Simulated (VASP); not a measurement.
# Relaxed cell of Nickel: a test of cutoff and mesh

Aim: test the relaxed volume of Nickel against cutoff and mesh. The starting structure is a measured crystal structure from the Crystallography Open Database.

Program: VASP 6.6.1. Level of theory: Kohn-Sham DFT with plane waves and PAW; PBEsol. Results are calculated unless marked as measured.

**1. Starting point**

Symmetry: Fm-3m, No. 225, cubic system. Conventional cell: a = 3.524 Å, b = 3.524 Å, c = 3.524 Å, α = 90.00°, β = 90.00°, γ = 90.00°. Nearest to Ni lie 12 Ni at 2.49 Å.

**2. Reference relaxation**

This run starts from the cell of an earlier relaxation, which isn't shown; the restart sets up the plane waves anew.

INCAR

```
SYSTEM = Ni
PREC = Accurate
ENCUT = 450
EDIFF = 1E-06
NELM = 100
ISMEAR = 1
SIGMA = 0.1
LREAL = .FALSE.
ALGO = Normal
GGA = PS
NBANDS = 11
ISPIN = 2
MAGMOM = 1
LMAXMIX = 4
LORBIT = 11
LWAVE = .FALSE.
LCHARG = .FALSE.
KPAR = 2
IBRION = 2
NSW = 50
ISIF = 3
EDIFFG = -0.01
```

POSCAR

```
Ni
1.0
    0.0000000000      1.7304005765      1.7304005765
    1.7304005765      0.0000000000      1.7304005765
    1.7304005765      1.7304005765      0.0000000000
Ni
1
Direct
    0.0000000000      0.0000000000      0.0000000000
```

KPOINTS

```
Automatic mesh
0
Gamma
14 14 14
0 0 0
```

The projector-augmented-wave data sets are Ni (PBE family, release 64).

The run is started by

```
$ mpirun -np 2 vasp_std
```

The program printed:

```text
[banner, memory and clock lines left out]
running    2 mpi-ranks, on    1 nodes
 distrk:  each k-point on    1 cores,    2 groups
 distr:  one band on    1 cores,    1 groups

 POSCAR found type information on POSCAR Ni
 POSCAR found :  1 types and       1 ions
|                                                                             |
|               ----> ADVICE to this user running VASP <----                  |
|                                                                             |
|     You enforced a specific xc type in the INCAR file but a different       |
|     [... a line on the potential file left out ...]
|     I HOPE YOU KNOW WHAT YOU ARE DOING!                                     |
|                                                                             |

 LDA part: xc-table for (Slater+PW92), standard interpolation
 POSCAR, INCAR and KPOINTS ok, starting setup
 FFT: planning ... GRIDC
 FFT: planning ... GRID_SOFT
 FFT: planning ... GRID
 WAVECAR not read
 entering main loop
       N       E                     dE             d eps       ncg     rms          rms(c)
DAV:   1     0.260803549382E+02    0.26080E+02   -0.42512E+03  4720   0.107E+03
DAV:   2    -0.650613655320E+01   -0.32586E+02   -0.30493E+02  4735   0.162E+02
DAV:   3    -0.734191403778E+01   -0.83578E+00   -0.83359E+00  5238   0.308E+01
DAV:   4    -0.734833884526E+01   -0.64248E-02   -0.64238E-02  5060   0.239E+00
DAV:   5    -0.734847077132E+01   -0.13193E-03   -0.13192E-03  5176   0.319E-01    0.112E+01
DAV:   6    -0.648087058741E+01    0.86760E+00   -0.16364E+01  5483   0.586E+01    0.604E+00
DAV:   7    -0.615264261660E+01    0.32823E+00   -0.26254E+00  5458   0.217E+01    0.197E+00
DAV:   8    -0.613524019067E+01    0.17402E-01   -0.19803E-02  6351   0.123E+00    0.101E+00
DAV:   9    -0.613247206059E+01    0.27681E-02   -0.12991E-03  6846   0.267E-01    0.295E-01
DAV:  10    -0.613161503443E+01    0.85703E-03   -0.93306E-04  6564   0.209E-01    0.412E-02
DAV:  11    -0.613161644899E+01   -0.14146E-05   -0.16210E-05  5668   0.338E-02    0.243E-02
DAV:  12    -0.613161758815E+01   -0.11392E-05   -0.45274E-06  4278   0.162E-02    0.125E-02
DAV:  13    -0.613161730088E+01    0.28727E-06   -0.53841E-07  2573   0.109E-02
   1 F= -.61316173E+01 E0= -.61314547E+01  d E =-.613162E+01  mag=     0.5602
 curvature:   0.00 expect dE= 0.000E+00 dE for cont linesearch  0.000E+00
 trial: gam= 0.00000 g(F)=  0.235E-63 g(S)=  0.304E-04 ort = 0.000E+00 (trialstep = 0.100E+01)
 search vector abs. value=  0.304E-04
 bond charge predicted
       N       E                     dE             d eps       ncg     rms          rms(c)
DAV:   1    -0.613239054393E+01   -0.77296E-03   -0.11202E-02  5413   0.159E+00    0.233E-01
DAV:   2    -0.613185161130E+01    0.53893E-03   -0.10336E-02  5545   0.134E+00    0.114E-01
DAV:   3    -0.613163831687E+01    0.21329E-03   -0.14471E-03  5449   0.531E-01    0.366E-02
DAV:   4    -0.613162268496E+01    0.15632E-04   -0.11270E-05  5187   0.242E-02    0.210E-02
DAV:   5    -0.613162066228E+01    0.20227E-05   -0.38172E-06  3927   0.130E-02    0.389E-03
DAV:   6    -0.613162056025E+01    0.10203E-06   -0.20324E-07  2430   0.452E-03
   2 F= -.61316206E+01 E0= -.61314555E+01  d E =-.325937E-05  mag=     0.5596
 trial-energy change:   -0.000003  1 .order    0.000000   -0.000030    0.000030
 step:   0.4994(harm=  0.4994)  dis= 0.00000  next Energy=    -6.131625 (dE=-0.759E-05)
 bond charge predicted
       N       E                     dE             d eps       ncg     rms          rms(c)
DAV:   1    -0.613182260965E+01   -0.20195E-03   -0.27965E-03  5398   0.798E-01    0.117E-01
DAV:   2    -0.613168539408E+01    0.13722E-03   -0.26058E-03  5536   0.672E-01    0.576E-02
DAV:   3    -0.613163151817E+01    0.53876E-04   -0.36694E-04  5434   0.267E-01    0.186E-02
DAV:   4    -0.613162737915E+01    0.41390E-05   -0.28729E-06  4659   0.123E-02    0.106E-02
DAV:   5    -0.613162687690E+01    0.50224E-06   -0.97237E-07  2563   0.655E-03
   3 F= -.61316269E+01 E0= -.61314631E+01  d E =-.957602E-05  mag=     0.5599
 curvature:  -0.25 expect dE=-0.245E-07 dE for cont linesearch -0.245E-07
 trial: gam= 0.00000 g(F)=  0.147E-62 g(S)=  0.981E-07 ort =-0.173E-05 (trialstep = 0.900E+00)
 search vector abs. value=  0.982E-07
 reached required accuracy - stopping structural energy minimisation
```

Wall time 9.6 s (2 MPI ranks of AMD EPYC 9R45, shared host); peak memory 0.2 GiB; 18 s of CPU time.

Lines that name or quote the potential files are left out of all logs, and their timing lines are given in words.

From OUTCAR (step 2):

```text
ion  position               nearest neighbor table
   1  0.000  0.000  0.000-

  LATTYP: Found a face centered cubic cell.
 ALAT       =     3.4608011530

 Subroutine GETGRP returns: Found 48 space group operations
 (whereof 48 operations were pure point group operations)

The static configuration has the point symmetry O_h .

 Found    104 irreducible k-points:

   k-points           NKPTS =    104   k-points in BZ     NKDIM =    104   number of bands    NBANDS=     11

   dimension x,y,z NGX =    18 NGY =   18 NGZ =   18
   dimension x,y,z NGXF=    36 NGYF=   36 NGZF=   36

   ENCUT  =  450.0 eV  33.07 Ry    5.75 a.u.   4.23  4.23  4.23*2*pi/ulx,y,z

   NELECT =      10.0000    total number of electrons

 k-points in reciprocal lattice and weights: Automatic mesh
   0.00000000  0.00000000  0.00000000       0.000
   0.07142857  0.00000000  0.00000000       0.003
   0.14285714  0.00000000  0.00000000       0.003
   0.21428571  0.00000000  0.00000000       0.003
   0.28571429  0.00000000  0.00000000       0.003
   0.35714286  0.00000000  0.00000000       0.003
   0.42857143  0.00000000  0.00000000       0.003
   0.50000000  0.00000000  0.00000000       0.001
   0.07142857  0.07142857  0.00000000       0.002
[...]
-0.28571429  0.42857143  0.21428571       0.009
  -0.28571429  0.50000000  0.21428571       0.004

 average (electrostatic) potential at core
       1 -81.2500

 E-fermi :   9.9099

 spin component 1
 k-point     1 :       0.0000    0.0000    0.0000
  band No.  band energies     occupation
    ...
      2       7.3912      1.00000
      3       7.3912      1.00000
      4       7.3912      1.00000
      5       8.6356      1.00000
      6       8.6356      1.00000
      7      34.0323      0.00000
      8      38.2650      0.00000
      9      38.2650      0.00000
     10      38.2650      0.00000
     11      41.3646      0.00000

 k-point     2 :       0.0714    0.0000    0.0000
  band No.  band energies     occupation
    ...
      2       7.3350      1.00000
      3       7.4387      1.00000
      4       7.4387      1.00000
      5       8.6154      1.00000
      6       8.6154      1.00000
      7      33.3724      0.00000
      8      36.1232      0.00000
      9      37.8316      0.00000
     10      37.8316      0.00000
     11      42.0138      0.00000

 k-point     3 :       0.1429    0.0000    0.0000
  band No.  band energies     occupation
    ...
      2       7.1940      1.00000
      3       7.5501      1.00000
      4       7.5501      1.00000
      5       8.5849      1.00000
      6       8.5849      1.00000
      7      30.3844      0.00000
      8      35.0470      0.00000
      9      37.0798      0.00000
     10      37.0798      0.00000
     11      42.4074      0.00000

 k-point     4 :       0.2143    0.0000    0.0000
  band No.  band energies     occupation
    ...
      2       7.0531      1.00000
      3       7.6303      1.00000
      4       7.6303      1.00000
      5       8.6338      1.00000
      6       8.6338      1.00000
      7      26.6557      0.00000
      8      34.5118      0.00000
      9      36.4213      0.00000
     10      36.4213      0.00000
     11      42.5864      0.00000

 k-point     5 :       0.2857    0.0000    0.0000
  band No.  band energies     occupation
    ...
      2       7.0862      1.00000
      3       7.6002      1.00000
      4       7.6002      1.00000
      5       8.8253      1.00000
      6       8.8253      1.00000
      7      23.0540      0.00000
      8      33.8292      0.00000
      9      35.9350      0.00000
     10      35.9350      0.00000
     11      40.9936      0.00000

 k-point     6 :       0.3571    0.0000    0.0000
  band No.  band energies     occupation
    ...
      2       7.5059      1.00000
      3       7.5059      1.00000
      4       7.6207      1.00000
      5       9.0825      1.00000
      6       9.0825      1.00000
      7      19.7850      0.00000
      8      33.1505      0.00000
      9      35.6205      0.00000
     10      35.6205      0.00000
     11      39.5530      0.00000

  Total        0.0008235      0.0008235      0.0008235      0.0000000      0.0000000      0.0000000
  in kB        0.1274485      0.1274485      0.1274485      0.0000000      0.0000000      0.0000000
  external PRESSURE =       0.1274485 kB  Pullay stress =       0.0000000 kB

  energy-cutoff  :      450.00
  volume of cell :       10.35
      direct lattice vectors                 reciprocal lattice vectors
     0.000000000  1.729796462  1.729796462    -0.289051349  0.289051349  0.289051349
     1.729796462 -0.000000000  1.729796462     0.289051349 -0.289051349  0.289051349
     1.729796462  1.729796462 -0.000000000     0.289051349  0.289051349 -0.289051349

 POSITION                                       TOTAL-FORCE (eV/Angst)
 -----------------------------------------------------------------------------------
      0.00000      0.00000     -0.00000         0.000000      0.000000     -0.000000
 -----------------------------------------------------------------------------------
    total drift:                                0.000000     -0.000000      0.000000

  FREE ENERGIE OF THE ION-ELECTRON SYSTEM (eV)
  ---------------------------------------------------
  free  energy   TOTEN  =        -6.1316268769 eV

  energy  without entropy=       -6.1311356703  energy(sigma->0) =       -6.13146314

 reached required accuracy - stopping structural energy minimisation

 total charge
# of ion       s       p       d       tot
------------------------------------------
    1        0.521   0.549   8.337   9.407

 magnetization (x)
# of ion       s       p       d       tot
------------------------------------------
    1       -0.008  -0.026   0.600   0.566

[... 6 further parts left out ...]
```

The cell holds one magnetic atom, so no antiferromagnetic order fits into it. The PAW data sets were made with PBE, which is usual practice but a small mismatch for other functionals. The run keeps the 48 symmetry operations of its start, so it cannot find a distortion of lower symmetry.

The reference relaxation ends at 10.352 Å³ an atom.

**3. Relaxation with a cutoff of 270 eV**

Against step 2 the input has ENCUT = 270. This run starts from the cell of an earlier relaxation, which isn't shown; the restart sets up the plane waves anew.

INCAR, as its differences from that of step 2:

```diff
@@ -2,3 +2,3 @@
 PREC = Accurate
-ENCUT = 450
+ENCUT = 270
 EDIFF = 1E-06
```

POSCAR

```
Ni
1.0
    0.0000000000      1.7251020288      1.7251020288
    1.7251020288      0.0000000000      1.7251020288
    1.7251020288      1.7251020288      0.0000000000
Ni
1
Direct
    0.0000000000      0.0000000000      0.0000000000
```

KPOINTS is that of step 2.

The run is started by

```
$ mpirun -np 2 vasp_std
```

The program printed:

```text
[banner, memory and clock lines left out]
running    2 mpi-ranks, on    1 nodes
[...]
[... a notice as in an earlier step ...]

 LDA part: xc-table for (Slater+PW92), standard interpolation
 POSCAR, INCAR and KPOINTS ok, starting setup
[...]
entering main loop
       N       E                     dE             d eps       ncg     rms          rms(c)
DAV:   1     0.149753590435E+02    0.14975E+02   -0.30945E+03  4975   0.687E+02
DAV:   2    -0.698490666384E+01   -0.21960E+02   -0.20711E+02  4777   0.122E+02
DAV:   3    -0.734043981699E+01   -0.35553E+00   -0.35508E+00  5133   0.176E+01
DAV:   4    -0.734216389106E+01   -0.17241E-02   -0.17239E-02  5043   0.111E+00
[...]
DAV:  10    -0.613061615687E+01    0.73980E-03   -0.80707E-04  6325   0.180E-01    0.388E-02
DAV:  11    -0.613062014373E+01   -0.39869E-05   -0.90394E-06  5353   0.227E-02    0.204E-02
DAV:  12    -0.613062087865E+01   -0.73492E-06   -0.38916E-06  3589   0.135E-02
   1 F= -.61306209E+01 E0= -.61304439E+01  d E =-.613062E+01  mag=     0.5571
[...]
DAV:   8    -0.612941674559E+01    0.16166E-06   -0.47660E-08  2417   0.256E-03
   2 F= -.61294167E+01 E0= -.61292170E+01  d E =0.120413E-02  mag=     0.5511
 trial-energy change:    0.001204  1 .order    0.001286   -0.003688    0.006259
 step:   0.3824(harm=  0.3707)  dis= 0.00000  next Energy=    -6.131330 (dE=-0.710E-03)
[...]
N       E                     dE             d eps       ncg     rms          rms(c)
DAV:   1    -0.616649978176E+01   -0.37083E-01   -0.50978E-01  5308   0.995E+00    0.156E+00
DAV:   2    -0.614105577879E+01    0.25444E-01   -0.45002E-01  5434   0.784E+00    0.715E-01
DAV:   3    -0.613218327880E+01    0.88725E-02   -0.58322E-02  5380   0.306E+00    0.250E-01
DAV:   4    -0.613141101770E+01    0.77226E-03   -0.53154E-04  5140   0.152E-01    0.142E-01
DAV:   5    -0.613134562730E+01    0.65390E-04   -0.12931E-04  6055   0.669E-02    0.234E-02
DAV:   6    -0.613134931397E+01   -0.36867E-05   -0.30106E-06  3349   0.164E-02    0.114E-02
DAV:   7    -0.613135093985E+01   -0.16259E-05   -0.75713E-07  2589   0.121E-02    0.304E-03
DAV:   8    -0.613135121081E+01   -0.27096E-06   -0.40952E-08  2372   0.186E-03
   3 F= -.61313512E+01 E0= -.61311640E+01  d E =-.730332E-03  mag=     0.5549
[...]
reached required accuracy - stopping structural energy minimisation
```

Wall time 5.6 s (2 MPI ranks); peak memory 0.18 GiB; 10 s of CPU time.

OUTCAR, selected parts (step 3):

```text
  Total        0.0004399      0.0004399      0.0004399      0.0000000      0.0000000     -0.0000000
  in kB        0.0692454      0.0692454      0.0692454      0.0000000      0.0000000     -0.0000000
  external PRESSURE =       0.0692454 kB  Pullay stress =       0.0000000 kB

 POSITION                                       TOTAL-FORCE (eV/Angst)
 -----------------------------------------------------------------------------------
      0.00000      0.00000      0.00000         0.000000      0.000000     -0.000000
 -----------------------------------------------------------------------------------
    total drift:                               -0.000000     -0.000000      0.000000

  FREE ENERGIE OF THE ION-ELECTRON SYSTEM (eV)
  ---------------------------------------------------
  free  energy   TOTEN  =        -6.1313512108 eV

  energy  without entropy=       -6.1307896581  energy(sigma->0) =       -6.13116403

 magnetization (x)
# of ion       s       p       d       tot
------------------------------------------
    1       -0.008  -0.026   0.595   0.561

[... 2 parts as in an earlier step ...]

[... 2 further parts left out ...]
[key lines of the parts left out:]
E-fermi :  10.1598
```

With a cutoff of 270 eV the cell ends at 10.177 Å³ an atom, -1.69 % from the reference.

**4. Relaxation with a 7×7×7 mesh**

Against step 2 the input has a 7×7×7 mesh. This run starts from the cell of an earlier relaxation, which isn't shown; the restart sets up the plane waves anew.

INCAR, as its differences from that of step 3:

```diff
@@ -2,3 +2,3 @@
 PREC = Accurate
-ENCUT = 270
+ENCUT = 450
 EDIFF = 1E-06
```

POSCAR

```
Ni
1.0
    0.0000000000      1.7286026483      1.7286026483
    1.7286026483      0.0000000000      1.7286026483
    1.7286026483      1.7286026483      0.0000000000
Ni
1
Direct
    0.0000000000      0.0000000000      0.0000000000
```

KPOINTS

```
Automatic mesh
0
Gamma
7 7 7
0 0 0
```

The run is started by

```
$ mpirun -np 2 vasp_std
```

The program printed:

```text
[... set-up lines as in an earlier step ...]
 entering main loop
       N       E                     dE             d eps       ncg     rms          rms(c)
DAV:   1     0.273505891131E+02    0.27351E+02   -0.43659E+03   910   0.110E+03
DAV:   2    -0.644067880319E+01   -0.33791E+02   -0.31932E+02   907   0.168E+02
DAV:   3    -0.733763818657E+01   -0.89696E+00   -0.89451E+00  1008   0.317E+01
DAV:   4    -0.734528368109E+01   -0.76455E-02   -0.76438E-02   995   0.260E+00
[...]
DAV:  14    -0.612850348544E+01   -0.43585E-04   -0.18943E-05  1160   0.481E-02    0.178E-01
DAV:  15    -0.612861866617E+01   -0.11518E-03   -0.11762E-04  1048   0.128E-01    0.202E-02
DAV:  16    -0.612861951505E+01   -0.84888E-06   -0.57522E-06   731   0.265E-02
   1 F= -.61286195E+01 E0= -.61285927E+01  d E =-.612862E+01  mag=     0.4211
[...]
reached required accuracy - stopping structural energy minimisation
```

Elapsed: 2 s, on 2 MPI ranks; peak memory 0.17 GiB.

OUTCAR, selected parts (step 4):

```text
  Total       -0.0097405     -0.0097405     -0.0097405      0.0000000      0.0000000      0.0000000
  in kB       -1.5106997     -1.5106997     -1.5106997      0.0000000      0.0000000      0.0000000
  external PRESSURE =      -1.5106997 kB  Pullay stress =       0.0000000 kB

 POSITION                                       TOTAL-FORCE (eV/Angst)
 -----------------------------------------------------------------------------------
      0.00000      0.00000      0.00000        -0.000000     -0.000000      0.000000
 -----------------------------------------------------------------------------------
    total drift:                                0.000000     -0.000000      0.000000

  FREE ENERGIE OF THE ION-ELECTRON SYSTEM (eV)
  ---------------------------------------------------
  free  energy   TOTEN  =        -6.1286195151 eV

  energy  without entropy=       -6.1285390020  energy(sigma->0) =       -6.12859268

 magnetization (x)
# of ion       s       p       d       tot
------------------------------------------
    1       -0.009  -0.022   0.458   0.427

[... 1 part as in an earlier step ...]

[... 3 further parts left out ...]
[key lines of the parts left out:]
E-fermi :   9.9644
```

With a 7×7×7 mesh the cell ends at 10.330 Å³ an atom, -0.21 % from the reference.

(Part 1 of 2 ends here.)

[Lines on the potential files, build, host, timing and source positions are cut from VASP's logs without a mark.]

[Logs are printed without paths, hosts, clocks, repeated set-up lines and the standing remarks that a program may print on its own settings, such as how far it seeks lower states.]

[Hosts, paths, dates, database ids (printed as entryN), source tags and the programs' standing remarks are cut or masked in the printed files.]
